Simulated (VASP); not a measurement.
Computed with PBEsol GGA, VASP's PBE PAW potentials (set 64) (plane waves; VASP).

VASP input:

**POSCAR**
```
Ho
1
   -1.9499228880     1.9499228880     1.9499228880
    1.9499228880    -1.9499228880     1.9499228880
    1.9499228880     1.9499228880    -1.9499228880
Ho
1
Direct
  0.0000000000   0.0000000000   0.0000000000
```

### KPOINTS
```
K-points
0
Gamma
 15 15 15
0 0 0
```

**INCAR**
```
! general
SYSTEM  = Ho
PREC    = Accurate
ENCUT   = 400
LREAL   = .FALSE.
LASPH   = .TRUE.   ! aspherical one-centre terms

! electronic loop
EDIFF   = 1E-7   ! SCF stop (eV)
NELM    = 100   ! most electronic steps
ALGO    = Normal   ! blocked Davidson
LMAXMIX = 6   ! l cut-off of mixed one-centre charges

! smearing
ISMEAR  = -5   ! tetrahedra, Bloechl

! functional
GGA     = PS   ! PBEsol

! ions
ISIF    = 2   ! forces and stress, cell fixed

! output
LWAVE   = .FALSE.
LCHARG  = .TRUE.
LORBIT  = 11
NEDOS   = 601
```

POTCAR, in this order: Ho_3 (PBE.64 set). Program: vasp_std.

The 4f electrons are frozen in the core of the lanthanide potential, so 4f levels, which can set the real gap, and their magnetism are missing. For a metal the tetrahedron method with Blöchl corrections gives inexact stress and forces.

Question: Estimate the energy per atom (σ→0), band gap (on the k-mesh).

Answer: 
* **energy per atom (σ→0)**: -4.795 eV/atom
* **band gap (on the k-mesh)**: none (metal, semimetal or under 0.01 eV)

OSZICAR:
```
...
DAV:   5    -0.479812620719E+01   -0.22813E-05   -0.22814E-05  2584   0.466E-02    0.176E+01
DAV:   6    -0.479279325613E+01    0.53330E-02   -0.17447E-02  3072   0.185E+00    0.104E+01
DAV:   7    -0.479547140002E+01   -0.26781E-02   -0.28085E-02  3080   0.240E+00    0.207E-01
DAV:   8    -0.479521900511E+01    0.25239E-03   -0.11800E-03  3168   0.376E-01    0.373E-02
DAV:   9    -0.479522203594E+01   -0.30308E-05   -0.16503E-05  2064   0.432E-02    0.119E-02
DAV:  10    -0.479522077899E+01    0.12569E-05   -0.25942E-06  3520   0.213E-02    0.610E-03
DAV:  11    -0.479522078185E+01   -0.28605E-08   -0.49150E-08  1456   0.246E-03
   1 F= -.47952208E+01 E0= -.47952208E+01  d E =0.000000E+00
```

The structure was generated: Ho was put into the bcc type (Im-3m), which need not be its known phase. It was relaxed first.
